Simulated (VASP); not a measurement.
Method: LDA (Ceperley-Alder, Perdew-Zunger), VASP's LDA PAW potentials (set 64) (plane waves; VASP).

Input for VASP

File POSCAR:
```
KMgF3
1.0
  3.9727789510   0.0000000000   0.0000000000
  0.0000000000   3.9727789510   0.0000000000
  0.0000000000   0.0000000000   3.9727789510
K Mg F
1 1 3
Cartesian
  0.0000000000   0.0000000000   0.0000000000
  1.9863894755   1.9863894755   1.9863894755
  1.9863894755   0.0000000000   1.9863894755
  0.0000000000   1.9863894755   1.9863894755
  1.9863894755   1.9863894755   0.0000000000
```

KPOINTS:
```
Automatic mesh
0
Gamma
6 6 6
0 0 0
```

### INCAR
```
! general
SYSTEM=KMgF3
PREC  =Accurate
ENCUT =520   ! plane-wave cut-off (eV)
LREAL =.False.   ! projection in real space or not
LASPH =.True.

! electronic loop
EDIFF =1E-7   ! SCF stop (eV)
NELM  =100   ! most electronic steps
ALGO  =Normal   ! blocked Davidson

! smearing
ISMEAR=0
SIGMA =0.05

! ions
ISIF  =2   ! forces and stress, cell fixed

! output
LWAVE =.False.
LCHARG=.False.
```

POTCAR, in this order: K_sv Mg F (LDA.64 set). Program: vasp_std.

Question: What will the output report for the number of irreducible k-points (NKPTS), largest plane-wave count, number of space-group operations, FFT grid (NGX, NGY, NGZ)?

Answer: 
```json
{
 "number of irreducible k-points (NKPTS)": "20",
 "largest_plane_wave_count": "1743",
 "number_of_space_group_operations": "48",
 "FFT grid (NGX, NGY, NGZ)": "30 × 30 × 30"
}
```

The compound is KMgF3 in the cubic perovskite structure. This cell is one point of a volume scan, at 1.06 of the reference volume.
